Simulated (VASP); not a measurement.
FeSi:

```
CELL_PARAMETERS angstrom
4.55070 0.00000 0.00000
0.00000 4.55070 0.00000
0.00000 0.00000 4.55070
ATOMIC_POSITIONS crystal
Fe 0.13652 0.13652 0.13652
Fe 0.36348 0.86348 0.63652
Fe 0.63652 0.36348 0.86348
Fe 0.86348 0.63652 0.36348
Si 0.84240 0.84240 0.84240
Si 0.65760 0.15760 0.34240
Si 0.34240 0.65760 0.15760
Si 0.15760 0.34240 0.65760
```

Base run:

| Item | Value |
| --- | --- |
| Program | VASP 6.6.1 |
| Functional | r2SCAN |
| Potentials or basis | VASP PAW PBE potentials, release 64 (Fe, Si) |
| Cutoff | 520 eV |
| k mesh | 6 × 6 × 6 |
| Occupations | fermi-dirac, width 0.01 eV |
| Spin | no spin polarisation |

Its results: band gap on the k mesh 0.30 eV, indirect (least direct gap 0.31 eV).

Problem. The run is repeated on the same cell with these changes: functional from r2SCAN to PBEsol. What comes out?

Solution. Band gap on the k mesh 0.12 eV, indirect (least direct gap 0.13 eV).

r2SCAN gives the wider gap, since meta-GGAs in the generalised Kohn-Sham scheme recover part of the derivative discontinuity.
